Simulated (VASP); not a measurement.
Here is the system:

```
MgSe
1.0
    0.00000     2.73000     2.73000
    2.73000     0.00000     2.73000
    2.73000     2.73000     0.00000
Mg Se
1 1
Direct
  0.00000   0.00000   0.00000
  0.50000   0.50000   0.50000
```

The numbers are results of PBE GGA, VASP's PBE PAW potentials (set 64) (plane waves; VASP 6.6.1), not measurements. Numerical set-up: 400 eV cut-off, KSPACING 0.16 per Å, Gaussian smearing of 0.050 eV, potentials Mg Se.

**Question.** Give the stress tensor in GPa (positive for a compressed cell).

**Answer.** 
```
1.55  0.00  0.00
0.00  1.55  0.00
0.00  0.00  1.55
```
The pressure is its mean diagonal, 1.55 GPa.

The compound is MgSe in the rock salt structure. The cell was not relaxed at this level. The run is one of a series of settings (KGAMMA = .TRUE., KSPACING = 0.16, KPOINTS file removed against the base run), some of them coarse on purpose.
